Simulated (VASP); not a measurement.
All values below come from r2SCAN meta-GGA, VASP's PBE PAW potentials (set 64) (plane waves; VASP).

Input for VASP

### POSCAR
```
Ge
1
    0.0000000000     2.7813423660     2.7813423660
    2.7813423660     0.0000000000     2.7813423660
    2.7813423660     2.7813423660    -0.0000000000
Ge
2
Direct
  0.0000000000   0.0000000000   0.0000000000
  0.2500000000   0.2500000000   0.2500000000
```

INCAR:
```
SYSTEM = Ge
PREC = Accurate
ENCUT = 500
EDIFF = 1E-6
NELM = 100
ALGO = Normal
LREAL = .FALSE.
LASPH = .TRUE.
ISMEAR = 0
SIGMA = 0.05
METAGGA = R2SCAN
LMIXTAU = .TRUE.
LMAXMIX = 4
LWAVE = .FALSE.
LCHARG = .FALSE.
IBRION = 2
ISIF = 3
NSW = 40
EDIFFG = -0.02
PSTRESS = 50
```

**KPOINTS**
```
Automatic mesh
0
Gamma
8 8 8
0 0 0
```

POTCAR, in this order: Ge_d (PBE.64 set). Program: vasp_std.

Output of the run:

OSZICAR:
```
       N       E                     dE             d eps       ncg     rms          rms(c)
DAV:   1     0.139036338722E+03    0.13904E+03   -0.15397E+04  1090   0.432E+03
DAV:   2    -0.100588855136E+02   -0.14910E+03   -0.14678E+03  1052   0.547E+02
DAV:   3    -0.297728666957E+02   -0.19714E+02   -0.19520E+02  1162   0.146E+02
DAV:   4    -0.303673131044E+02   -0.59445E+00   -0.59207E+00  1192   0.290E+01
DAV:   5    -0.303775802040E+02   -0.10267E-01   -0.10266E-01  1196   0.388E+00    0.361E+00
DAV:   6    -0.276995237841E+02    0.26781E+01   -0.35851E-01  1262   0.116E+01    0.210E+00
DAV:   7    -0.280661172000E+02   -0.36659E+00   -0.41205E-01  1334   0.976E+00    0.362E-01
DAV:   8    -0.276962162239E+02    0.36990E+00   -0.11300E-01  1274   0.539E+00    0.139E-01
DAV:   9    -0.275657777149E+02    0.13044E+00   -0.87910E-02  1044   0.210E+00    0.725E-02
DAV:  10    -0.275740529397E+02   -0.82752E-02   -0.15355E-02  1060   0.182E+00    0.576E-02
DAV:  11    -0.276942850595E+02   -0.12023E+00   -0.51147E-02  1044   0.130E+00    0.312E-02
DAV:  12    -0.276948929556E+02   -0.60790E-03   -0.70704E-04  1110   0.219E-01    0.285E-02
DAV:  13    -0.276949668932E+02   -0.73938E-04   -0.12297E-05  1304   0.474E-02    0.254E-02
DAV:  14    -0.276952046020E+02   -0.23771E-03   -0.20401E-04  1122   0.231E-01    0.760E-03
DAV:  15    -0.276952500662E+02   -0.45464E-04   -0.70756E-05  1134   0.913E-02    0.775E-03
DAV:  16    -0.276952475303E+02    0.25359E-05   -0.22373E-06   866   0.168E-02    0.658E-03
DAV:  17    -0.276952477702E+02   -0.23988E-06   -0.11005E-07   540   0.453E-03
   1 F= -.26352320E+02 E0= -.26352320E+02  d E =-.263523E+02
```

### OUTCAR
```
------------------------ aborting loop because EDIFF is reached ----------------------------------------
  FORCE on cell =-STRESS in cart. coord.  units (eV):
  Direction    XX          YY          ZZ          XY          YZ          ZX
  --------------------------------------------------------------------------------------
  Total        1.3568589      1.3568589      1.3568589      0.0000000      0.0000000      0.0000000
  in kB       50.5186727     50.5186727     50.5186727      0.0000000      0.0000000      0.0000000
  external PRESSURE =       0.5186727 kB  Pullay stress =      50.0000000 kB
  volume of cell :       43.03
      direct lattice vectors                 reciprocal lattice vectors
     0.000000000  2.781342366  2.781342366    -0.179769311  0.179769311  0.179769311
     2.781342366  0.000000000  2.781342366     0.179769311 -0.179769311  0.179769311
     2.781342366  2.781342366  0.000000000     0.179769311  0.179769311 -0.179769311
 POSITION                                       TOTAL-FORCE (eV/Angst)
 -----------------------------------------------------------------------------------
      0.00000      0.00000      0.00000         0.000000     -0.000000     -0.000000
      1.39067      1.39067      1.39067        -0.000000      0.000000      0.000000
 -----------------------------------------------------------------------------------
    total drift:                                0.000000      0.000000      0.000000
  FREE ENERGIE OF THE ION-ELECTRON SYSTEM (eV)
  ---------------------------------------------------
  free  energy   TOTEN  =       -27.6952477702 eV

  energy  without entropy=      -27.6952477702  energy(sigma->0) =      -27.69524777
  enthalpy is  TOTEN    =       -26.3523196403 eV   P V=        1.3429281299

 reached required accuracy - stopping structural energy minimisation
```
(Selected blocks of OUTCAR.)

The compound is Ge in the diamond structure. It was relaxed first under an external pressure of 5 GPa.
